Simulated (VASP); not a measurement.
Data:

```xyz
1
Lattice="0.0000 2.7400 2.7400 2.7400 0.0000 2.7400 2.7400 2.7400 0.0000" Properties=species:S:1:pos:R:3 pbc="T T T"
Yb     0.0000     0.0000     0.0000
```

Computed with revPBE GGA, VASP's PBE PAW potentials (set 64) (plane waves; VASP). Settings: 520 eV cut-off, 10×10×10 Γ-centred mesh, first-order Methfessel-Paxton smearing of 0.10 eV, potentials Yb_2.

The 4f electrons are frozen in the core of the lanthanide potential, so 4f levels, which can set the real gap, and their magnetism are missing. Energy and stress use the plane-wave basis of the starting cell.

Task: The ions, cell shape and volume are relaxed. Give the cell that the relaxation ends in.

Result: 
```xyz
1
Lattice="0.0000 2.7696 2.7696 2.7696 0.0000 2.7696 2.7696 2.7696 0.0000" Properties=species:S:1:pos:R:3 pbc="T T T"
Yb     0.0000     0.0000     0.0000
```
Space group Fm-3m (225), at a tolerance of 0.03 Å.

Task: How do energy and volume change from the first to the last step?

Result: The energy (σ→0) changes by -1.5 meV/atom and the volume by +3.3 %, in 3 ionic steps.

The compound is Yb in the fcc structure. This run relaxes it. Symmetry was kept, so distortions that lower it aren't found.
